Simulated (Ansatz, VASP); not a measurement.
# Cross-check of P between VASP and Ansatz, part 2 of 2

One calculation is typed for both programs; each brings its own data sets. How far apart do they land? The cell is taken from a series of runs on this material, whose earlier steps may have relaxed, scaled, displaced or heated it; both programs get it as it stands.

VASP 6.6.1 and Ansatz 0.2.0.

So far: The starting structure; VASP: zone-centre phonons, PBE with D3(BJ).

## (3) Ansatz: zone-centre phonons, PBE with D3(BJ)

Level of this step: Ansatz beside VASP: Kohn-Sham DFT, plane waves, PBE with D3(BJ) (Ansatz).

Ansatz runs on its PAW soft_1 files.

The same cell, functional, mesh and smearing now go to Ansatz, which takes its cutoff from its data sets.

Contents of input.yaml:

```yaml
crystal:
  lattice:
    - [1.6586512351, -5.2291212052, 0.0]
    - [1.6586512351, 5.2291212052, 0.0]
    - [0.0, 0.0, 4.3127405693]
  atoms:
    - { symbol: P, position: [0.8969010229, 0.1030989771, 0.0774180246] }
    - { symbol: P, position: [0.6030989771, 0.3969010229, 0.5774180246] }
    - { symbol: P, position: [0.1030989771, 0.8969010229, 0.9225819754] }
    - { symbol: P, position: [0.3969010229, 0.6030989771, 0.4225819754] }
kpoints:
  mp_grid: { grid: [16, 16, 12] }
hamiltonian:
  xc: pbe
  dispersion: d3bj
  pseudopotentials: { kind: paw, azcp: { folder: soft_1 } }
scf:
  occupations: { method: methfessel_paxton, width: 0.2 }
output:
  eigenvalues: true
phonons:
  method: dfpt
```

Run with:

```console
$ ansatz run input.yaml --threads 4 --pin off --max-ram 16384MiB --backend cpu --events-out ev --progress --plain --runs-dir out
```

Numbers of over 12 decimals in the logs are rounded to 6 here.

The log of the run:

```text
zone centre: on kpoints.mp_grid the ground state, and the responses unless they are solved on pairs of k-points, stand on 826 of the mesh's 3072 k-points, reduced under 2 symmetry operations, with k and −k counted as one. Each operation leaves every solved displacement unchanged or reverses it
Engine: ansatz 0.2.0, x86_64-unknown-linux-gnu
Pseudopotentials: kind: paw
Pseudopotential: P, paw, valence charge 5, recommended cutoff 420 eV (normal), soft_1/P.paw.azcp
Functional definition: PBE
  parameter kappa = 0.804
  parameter beta = 0.066725
  exchange = pbe_x(kappa = kappa, mu = beta*pi^2/3)
  correlation = pbe_c(beta = beta)
Crystal: 4 atoms, lattice volume = 74.811 Å³
Basis set: ecut = 420 eV, 1467 PW (Γ), exchange–correlation on 80×80×60 points (8 copies of the dense FFT grid, shifted against one another)
Bands: 14, of which v1, the nominal top of the filled ones, is band 10 counted from 1 (9 counted from 0)
Symmetry: 8 space group operations
k-points: 826 of 3072 (irreducible under 2 space group operations, time reversal used)
Non-local potential: P, projectors of the file, l = 0: 2, l = 1: 2, l = 2: 1
PAW form: soft (Blöchl's): semilocal exchange-correlation on the pseudo side does not see the compensation charge
PAW one-centre angular grid: P, 110 points (default); XC on 64 Gauss nodes
Initial density: superposition of atomic densities (chi_scale 0.1, normalization cell)
Initial wavefunctions: pseudopotential atomic-orbital guess
Functional: x = pbe(κ = 0.804, μ = 0.219515), c = pbe(β = 0.066725)
SCF iter   1: F=—  HF=-3024.285941 eV  |F-HF|=—  |Δ(HF+E_count)|=         —  Δρ=3.89e-2  dr2=7.36e-1  ethr=3.10e-3  ⟨swp⟩=7.5  Hψ=193718  notcnv=0
automatic band count: the SCF goes on with 18 bands, as 14 were too few: they end inside the smearing window of the response
preconditioner: auto → Kerker (q_TF=auto, 2.190 Å⁻¹)  [metal: Δε(μ)=0.081 eV  Ē_g=10.623 eV  σ=0.200 eV  W_gap=0.33  n_scr=12 (ndim 8)  ℏωp=19.2 eV  f_vac=0.000  D(μ)=0.07/eV (n_scr^D=0)]
SCF iter   2: F=—  HF=-3024.191586 eV  |F-HF|=—  |Δ(HF+E_count)|=   9.44e-2  S|Δr|=    0.00e0  Δρ=2.34e-2  dr2=2.86e-1  ethr=3.10e-3  ⟨swp⟩=1.0  Hψ=21523  notcnv=0
SCF iter   3: F=—  HF=-3024.135460 eV  |F-HF|=—  |Δ(HF+E_count)|=   5.61e-2  S|Δr|=    0.00e0  Δρ=1.94e-3  dr2=2.00e-3  ethr=1.43e-3  ⟨swp⟩=1.7  Hψ=16430  notcnv=0
SCF iter   4: F=—  HF=-3024.137821 eV  |F-HF|=—  |Δ(HF+E_count)|=   2.36e-3  S|Δr|=    0.00e0  Δρ=6.62e-4  dr2=2.43e-4  ethr=1.00e-5  ⟨swp⟩=2.4  Hψ=21834  notcnv=0
SCF iter   5: F=—  HF=-3024.138111 eV  |F-HF|=—  |Δ(HF+E_count)|=   2.90e-4  S|Δr|=    0.00e0  Δρ=8.65e-5  dr2=7.32e-6  ethr=1.22e-6  ⟨swp⟩=2.3  Hψ=21339  notcnv=0
SCF iter   6: F=—  HF=-3024.138113 eV  |F-HF|=—  |Δ(HF+E_count)|=   1.57e-6  S|Δr|=    0.00e0  Δρ=1.82e-5  dr2=2.92e-7  ethr=3.66e-8  ⟨swp⟩=2.7  Hψ=22941  notcnv=0
SCF iter   7: F=—  HF=-3024.138113 eV  |F-HF|=—  |Δ(HF+E_count)|=   2.13e-8  S|Δr|=    0.00e0  Δρ=3.56e-6  dr2=1.01e-8  ethr=1.46e-9  ⟨swp⟩=2.6  Hψ=21509  notcnv=0  defer=33
SCF iter   8: F=—  HF=-3024.138113 eV  |F-HF|=—  |Δ(HF+E_count)|=   5.75e-9  S|Δr|=    0.00e0  Δρ=5.84e-7  dr2=3.05e-10  ethr=5.06e-11  ⟨swp⟩=2.4  Hψ=21015  notcnv=0  defer=35
SCF iter   9: F=—  HF=-3024.138113 eV  |F-HF|=—  |Δ(HF+E_count)|=  1.66e-10  S|Δr|=    0.00e0  Δρ=1.37e-7  dr2=2.52e-11  ethr=1.53e-12  ⟨swp⟩=2.5  Hψ=21639  notcnv=0  defer=37
SCF iter  10: F=-3024.138113 eV  HF=-3024.138113 eV  |F-HF|=0.00e0  |Δ(HF+E_count)|=  1.18e-11  S|Δr|=    0.00e0  Δρ=3.16e-8  dr2=1.62e-12  ethr=1.00e-12  ⟨swp⟩=13.4  Hψ=96048  notcnv=0
SCF 1 converged in 10 iterations: F = -3024.138113 eV  dr2 = 1.62e-12
  greatest PAW one-centre occupation: 0.809 electrons in one spin orbital (limit 2), on the P atom at site 3 (counted from 0), in its partial waves of l = 0
DFPT response loops at Γ: preconditioner auto → Kerker (q_TF=auto, 2.190 Å⁻¹) (partly filled bands, converged f_vac=0.000); β = 1.00, the filter's whole step (`scf.mixing.beta` (0.50) is not read by the response loops under this deck's `scf.mixing.preconditioner`; to damp them name `kerker` or `kerker_dos`, under which they read `scf.mixing.beta`, and type it under 1.00, their step now; both keys bind the ground state too); Broyden in place of MSR1
SCF converged after 10 iterations
Stability not checked: this state was not tested for a lower state beside it, because cold or Methfessel-Paxton smearing, or corrected tetrahedra, fill the levels in a way that the test cannot read (fill_not_monotonic; see scf.lower_state_search)
Free energy (F): -3024.138113 eV
Harris-Foulkes:  -3024.138113 eV  (|F-HF|=0.00e0)
Internal energy: -3024.139047 eV  (E = F + TS)
E sigma→0 (E₀):  -3024.138346 eV
Entropy (-TS):   0.000934 eV (0.234 meV/atom)
Fermi energy:    7.880776 eV
--- Per-component energies (eV) ---
  E_band       = 21.254536
  E_kinetic    = 273.559098
  E_local      = -249.239192  (includes V_loc(G=0)·N_el)
  E_nonlocal   = 130.244382
  E_hartree    = 70.245018
  E_xc         = -290.760151
  E_vxc        = -243.033057  (∫ρ·V_xc dr)
  E_paw        = -2232.586892  (= ΣΔE_a)
  E_vpaw       = -30.766716  (= ΣTr[D̂ρ^β])
  E_aug_tail   = -0.000001  (compensation charges beyond the density's cutoff)
  E_ewald      = -724.104258
  E_disp       = -1.497049  (pairwise vdW)
  E_smearing   = 0.000934  (= −TS)
  E_closure    = -0.000000  (closes the sum)
  Σ components = -3024.138113   (vs F -3024.138113, Δ=0.00e0)
--- Band table (eV; the first three rows and the last of 826) ---
  k-point 0: bands = [... 6 lower, 3.8170, 4.9477, 5.2665, 6.4829, 8.6241, 8.9975, 9.7364, 10.9829, ... 4 higher]
  k-point 1: bands = [... 6 lower, 3.8481, 5.2606, 5.3379, 6.1906, 8.7936, 9.1859, 9.6910, 10.8648, ... 4 higher]
  k-point 2: bands = [... 6 lower, 3.9399, 5.2372, 5.5817, 6.0770, 9.0105, 9.5361, 9.7672, 10.5930, ... 4 higher]
  k-point 825: bands = [... 6 lower, 5.2658, 5.2658, 6.3355, 6.3355, 9.1924, 9.1924, 10.3844, 10.3844, ... 4 higher]
--- Phonons (Γ-DFPT): 3 representative perturbations + reference, on 826 of 3072 k-points (Σ response iterations 9) ---
  k mesh reduced under 2 symmetry operations, with k and −k counted as one. Each operation leaves every solved displacement unchanged or reverses it
  ASR residual: 8.413e-6 → 0.000e0 eV/Å²; symmetrization residual: 7.856e-7 eV/Å²
  pairwise dispersion correction: d3bj (s6 = 1.0, s8 = 0.7875, a1 = 0.4289, a2_bohr = 4.4407), with the weights of each atom's references fixed at the reference crystal's, and the forces and stress that the weights' published response gives there kept as a pressure on the atom's counted neighbours (hamiltonian.dispersion)
  ASR residual per site (eV/Å²): 8.41e-6 8.41e-6 8.41e-6 8.41e-6
  Γ frequencies (cm⁻¹): 0.00 0.00 0.00 101.98 183.75 219.46 351.77 409.80 414.51 421.87 448.46 461.87
  non-analytic LO–TO correction: not included (Born effective charges unavailable; polar crystals: no LO–TO splitting at Γ)
```

## (4) Differences

Known differences besides the potentials themselves: the cutoff is 420 eV in Ansatz and 500 eV in VASP; Ansatz takes the dispersion share of the force constants at frozen C6 weights, VASP differentiates the full forces; VASP uses finite displacements, Ansatz perturbation theory. Total energies have different zeros and are not compared.

The two programs side by side:

```
             quantity  Ansatz   VASP  difference
optical mode 1 (cm⁻¹)   102.0  104.7     -2.60 %
optical mode 2 (cm⁻¹)   183.8  185.0     -0.70 %
optical mode 3 (cm⁻¹)   219.5  219.8     -0.16 %
optical mode 4 (cm⁻¹)   351.8  350.4     +0.39 %
optical mode 5 (cm⁻¹)   409.8  409.8     -0.01 %
optical mode 6 (cm⁻¹)   414.5  412.6     +0.46 %
optical mode 7 (cm⁻¹)   421.9  420.4     +0.35 %
optical mode 8 (cm⁻¹)   448.5  446.3     +0.48 %
optical mode 9 (cm⁻¹)   461.9  460.6     +0.27 %
```

Modes are paired by rising frequency, not by their patterns, so a pair may set unlike modes beside each other; they are those without the splitting of longitudinal modes.

## (5) Results

| Property | Result |
| --- | --- |
| r.m.s. difference of the optical zone-centre modes, each program's sorted by frequency (zone-centre phonons, PBE with D3(BJ)) | 1.6 cm⁻¹ |
| difference in optical mode 1 (zone-centre phonons, PBE with D3(BJ)) | -2.6 % |

What this shows: The r.m.s. difference of the optical zone-centre modes, each program's sorted by frequency is 1.6 cm⁻¹ (zone-centre phonons, PBE with D3(BJ)). Among the rows given in per cent, the largest difference of the zone-centre phonons, PBE with D3(BJ) pair is in optical mode 1, -2.6 %. Such differences can come from data sets, numerical settings and the points named under the comparisons, not from the functional's error against experiment.

[Lines on the potential files, build, host, timing and source positions are cut from VASP's logs without a mark.]

[Logs are printed without paths, hosts, clocks, repeated set-up lines and the standing remarks that a program may print on its own settings, such as how far it seeks lower states.]

[Hosts, paths, dates, database ids (printed as entryN), source tags and the programs' standing remarks are cut or masked in the printed files.]
